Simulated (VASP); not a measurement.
Here is a VASP 6.6.1 calculation.

INCAR

```
  PREC = Normal
  ENCUT = 520
  EDIFF = 1E-5
  ISMEAR = 0
  SIGMA = 0.15
  LREAL = Auto
  LASPH = True
  NELM = 80
  ALGO = Fast
  ISIF = 2
  LWAVE = False
  LCHARG = False
  GGA = PE
  NBANDS = 55
```

The input KPOINTS:

```
Automatic mesh
0
Gamma
  3 3 7
```

File POSCAR:

```
Al3BiO3
1.0
    9.9101600000      0.0000000000      0.0000000000
   -4.9550800000      8.5824500000      0.0000000000
    0.0000000000      0.0000000000      3.0712600000
Al Bi O
6 2 6
Direct
    0.6685840000      0.8535020000      0.2500000000
    0.8535020000      0.1849180000      0.7500000000
    0.1849180000      0.3314160000      0.2500000000
    0.3314160000      0.1464980000      0.7500000000
    0.8150820000      0.6685840000      0.7500000000
    0.1464980000      0.8150820000      0.2500000000
    0.6666670000      0.3333330000      0.7500000000
    0.3333330000      0.6666670000      0.2500000000
    0.7406920000      0.9710450000      0.7500000000
    0.9710450000      0.2303530000      0.2500000000
    0.2303530000      0.2593080000      0.7500000000
    0.2593080000      0.0289550000      0.2500000000
    0.7696470000      0.7406920000      0.2500000000
    0.0289550000      0.7696470000      0.7500000000
```

Potentials or basis: VASP PAW PBE potentials, release 64 (Al, Bi_d, O).

Launch:

```console
$ cat potpaw_PBE.64/Al/POTCAR potpaw_PBE.64/Bi_d/POTCAR potpaw_PBE.64/O/POTCAR > POTCAR
$ mpirun -np 1 vasp_std > vasp.out
```

(1) Estimate the band gap on the k mesh.

(2) Predict the pressure.

## Answers

(1) none (metal or under the smearing width).

(2) 0.0 GPa.

Caveat: spin-orbit coupling is left out, which moves the levels of the heavy elements.
